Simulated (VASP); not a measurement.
Set up this calculation in VASP 6.6.1, as the native input.

```yaml
Task: single point
Functional: PBEsol
Potentials_or_basis: VASP PAW PBE potentials, release 64 (Ir, Ga_d)
Cutoff: 520 eV
k_mesh: 3 × 3 × 3
Occupations: fermi-dirac, width 0.1 eV
Spin: no spin polarisation
Dipole_correction: no
Further_INCAR_settings: LREAL = Auto; ALGO = Fast; EDIFF = 1e-06; NBANDS = 94
```

The structure of Ga7Ir8 (a cell with a defect) lies in POSCAR:

```
Ga7Ir8
1.0
    5.9966230000      0.0000000000      0.0000000000
    0.0000000000      5.9966230000      0.0000000000
    0.0000000000      0.0000000000      5.9966230000
Ir Ga
8 7
Direct
    0.2403092541      0.2418269416      0.2477416039
    0.2642023686      0.2657092167      0.7451158761
    0.2402949127      0.7607556787      0.2477195915
    0.2642055370      0.7368485563      0.7451472270
    0.7592278187      0.2417964244      0.2477329324
    0.7353275335      0.2656710285      0.7450803561
    0.7592209815      0.7607039829      0.2477536107
    0.7353402073      0.7367983613      0.7451580665
   -0.0002367999      0.0012748842      0.8796732761
   -0.0002384676      0.5012212707      0.0028127498
   -0.0002146208      0.5013026498      0.4954406839
    0.4997953015      0.0012672132      0.0028232557
    0.4997636170      0.0012391975      0.4954348472
    0.4997704541      0.5012361124      0.0228880488
    0.4997474412      0.5012906431      0.4705451718
```

The input as run:

INCAR

```
SYSTEM = Ga7Ir8
PREC = Accurate ; ENCUT = 520
EDIFF = 1E-6 ; ISMEAR = -1
SIGMA = 0.1 ; LREAL = Auto
LASPH = .TRUE. ; NELM = 100
ALGO = Fast ; ISIF = 2
LWAVE = .FALSE. ; LCHARG = .FALSE.
GGA = PS ; NBANDS = 94
```

KPOINTS

```
regular mesh
0
G
  3 3 3
  0 0 0
```

Potentials or basis: VASP PAW PBE potentials, release 64 (Ir, Ga_d).

Run with:

```sh
$ cat potpaw_PBE.64/Ir/POTCAR potpaw_PBE.64/Ga_d/POTCAR > POTCAR
$ mpirun -np 1 vasp_std > vasp.out
```

Results of the run:

The pressure is -0.2 GPa. The largest force is 2.254 eV/Å and the band gap on the k mesh is none (metal or under the smearing width).

Caveat: the PAW data sets were made with another functional, which shifts forces and pressure a little.

Wall time 11 min on 1 thread of Intel(R) Xeon(R) Platinum 8488C (Sapphire Rapids), on a shared host, peak memory 0.44 GiB.
